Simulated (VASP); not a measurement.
Input for VASP

**POSCAR**
```
PtS2
1
    1.7791613848    -3.0815983898     0.0000000000
    1.7791613848     3.0815983898    -0.0000000000
   -0.0000000000    -0.0000000000     4.3633069825
Pt S
1 2
Direct
  0.0000000000   0.0000000000   0.0000000000
  0.3333330000   0.6666670000   0.2738773585
  0.6666670000   0.3333330000   0.7261226415
```

### KPOINTS
```
K-points
0
gamma
 10 10 7
0 0 0
```

INCAR:
```
SYSTEM = PtS2
PREC = Accurate
ENCUT = 500
EDIFF = 1E-6
NELM = 100
ALGO = Normal
LREAL = .FALSE.
LASPH = .TRUE.
ISMEAR = 1
SIGMA = 0.1
GGA = PE
LMAXMIX = 6
LWAVE = .FALSE.
LCHARG = .FALSE.
IBRION = 2
ISIF = 3
NSW = 40
EDIFFG = -0.02
PSTRESS = 100
```

POTCAR, in this order: Pt S (PBE.64 set). Program: vasp_std.

Question: Translate this PBE calculation to Ansatz.

Answer: One equivalent input (not run):
Ansatz 0.2 input:
```yaml
crystal:
  lattice:
    - [1.7791614, -3.0815984, 0.0000000]
    - [1.7791614, 3.0815984, 0.0000000]
    - [0.0000000, 0.0000000, 4.3633070]
  atoms:
    - { symbol: Pt, position: [0.0000000, 0.0000000, 0.0000000] }
    - { symbol: S, position: [0.3333330, 0.6666670, 0.2738774] }
    - { symbol: S, position: [0.6666670, 0.3333330, 0.7261226] }
kpoints:
  mp_grid: { grid: [10, 10, 7] }
hamiltonian:
  xc: pbe
  pseudopotentials: { kind: paw }
scf:
  occupations: { method: methfessel_paxton, width: 0.1 }
  max_iter: 100
relax:
  max_steps: 40
  f_tol: 0.02
  cell: { p_target: 10 }
output: { forces: true, stress: true, eigenvalues: true }
```
Limits of the translation: each code has its own PAW files, so the cut-off isn't converted (ENCUT is set for VASP's; basis.ecutwfc is left out, and Ansatz then takes the one that its files recommend); Ansatz stops its SCF on the density residual and VASP on the energy change (EDIFF).

The compound is PtS2 in the 1T layered structure. It was relaxed first under an external pressure of 10 GPa.
